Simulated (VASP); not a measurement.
Input of a VASP 6.6.1 run:

Contents of POSCAR:

```
AlN
1.0
    3.1120000000      0.0000000000      0.0000000000
   -1.5560000000      2.6950710566      0.0000000000
    0.0000000000      0.0000000000      4.9820000000
Al N
2 2
Direct
    0.3333333333      0.6666666667      0.0000000000
    0.6666666667      0.3333333333      0.5000000000
    0.3333333333      0.6666666667      0.3820000000
    0.6666666667      0.3333333333      0.8820000000
```

The input INCAR.step1:

```
SYSTEM = AlN
PREC = Accurate
ENCUT = 600
ISMEAR = 0
SIGMA = 0.01
LREAL = .False.
LASPH = .True.
NELM = 100
GGA = PE
ALGO = Normal
EDIFF = 1E-4
LWAVE = .True.
LCHARG = .False.
```

The input INCAR.step2:

```
SYSTEM = AlN
PREC = Accurate
ENCUT = 600
EDIFF = 1E-7
ISMEAR = 0
SIGMA = 0.01
LREAL = .False.
LASPH = .True.
NELM = 100
ALGO = Normal
ISIF = 3
LWAVE = .False.
LCHARG = .False.
METAGGA = R2SCAN
LMIXTAU = .True.
IBRION = 2
NSW = 100
EDIFFG = -0.003
ISTART = 1
```

KPOINTS

```
regular mesh
0
Gamma
  8 8 5
  0 0 0
```

Potentials or basis: VASP PAW PBE potentials, release 64 (Al, N).

The run is started by

```console
$ cat potpaw_PBE.64/Al/POTCAR potpaw_PBE.64/N/POTCAR > POTCAR
$ cp INCAR.step1 INCAR
$ mpirun -np 1 vasp_std > vasp.out
$ cp INCAR.step2 INCAR
$ mpirun -np 1 vasp_std > vasp.out
```

(1) Predict the relaxed volume.

(2) Predict the relaxed cell.

Answers

(1) 10.39 Å³/atom.

(2) a = 3.105 Å, b = 3.105 Å, c = 4.975 Å, α = 90.00°, β = 90.00°, γ = 120.00°.

Caveat: the PAW data sets were made with another functional, which shifts forces and pressure a little.
